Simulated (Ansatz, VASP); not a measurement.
**One calculation of Rb2Mg, two programs**

INCAR

```
PREC = Accurate ; ENCUT = 520
EDIFF = 1E-7 ; ISMEAR = -1
SIGMA = 0.05 ; LREAL = F
LASPH = T ; NELM = 80
ALGO = Normal ; ISIF = 2
LWAVE = F ; LCHARG = T
GGA = PE ; LELF = T
LVHAR = T ; NBANDS = 29
```

Contents of KPOINTS:

```
regular mesh
0
Gamma
  6 6 3
```

File POSCAR:

```
Rb2Mg
1.0
    7.6967060000     -2.3235540000      0.0000000000
    7.6967060000      2.3235540000      0.0000000000
   -4.1921990000      0.0000000000     10.3714440000
Rb Mg
4 2
Direct
    0.4805720000      0.4817660000      0.3096490000
    0.5288810000      0.5136630000      0.6849460000
    0.8314280000      0.8287350000      0.8610740000
    0.1717550000      0.1668200000      0.1402760000
    0.7975520000      0.8040760000      0.4629700000
    0.2057050000      0.1998770000      0.5443930000
```

File input.yaml:

```yaml
crystal:
  lattice:
    - [7.696706, -2.323554, 0.0]
    - [7.696706, 2.323554, 0.0]
    - [-4.192199, 0.0, 10.371444]
  atoms:
    - { symbol: Rb, position: [0.480572, 0.481766, 0.309649] }
    - { symbol: Rb, position: [0.528881, 0.513663, 0.684946] }
    - { symbol: Rb, position: [0.831428, 0.828735, 0.861074] }
    - { symbol: Rb, position: [0.171755, 0.16682, 0.140276] }
    - { symbol: Mg, position: [0.797552, 0.804076, 0.46297] }
    - { symbol: Mg, position: [0.205705, 0.199877, 0.544393] }
hamiltonian:
  xc: pbe
  pseudopotentials: { kind: paw }
kpoints:
  mp_grid: { grid: [6, 6, 3] }
scf:
  occupations: { method: fermi_dirac, width: 0.05 }
output:
  forces: true
  stress: true
  eigenvalues: true
  write_density: true
  write_potential: true
  elf: true
  volumetric_format: npy
```

Change from the starting cell: atoms moved at random, drawn with an rms of 0.05 Å.

Alike in both runs: task single point; functional PBE; k mesh 6 × 6 × 3; occupations fermi-dirac, width 0.05 eV; no spin polarisation.

```csv
,VASP,Ansatz
version,VASP 6.6.1,Ansatz 0.2.0
potentials or method,"VASP PAW PBE potentials, release 64 (Rb_sv, Mg)",Ansatz PAW
plane-wave cutoff (eV),520,420
valence electrons in the cell,40,56
```

|  | VASP | Ansatz | Ansatz less VASP |
| --- | --- | --- | --- |
| gap on the k mesh at the Fermi level (eV) | none | none | - |
| pressure (GPa) | 0.0 | 0.0 | 0.00 |
| largest component of the traceless stress (GPa) | 0.09 | 0.09 | +0.001 |
| rms of the force components (eV/Å) | 0.025 | 0.025 | +0.0006 |

Atom by atom the forces differ by 0.001 eV/Å (rms over components). A gap of «none» marks a metal or a gap that the smearing closes. The functional is the same, so the differences come from potentials, cutoffs and numerics. The two sets of potentials don't hold the same shells in valence.
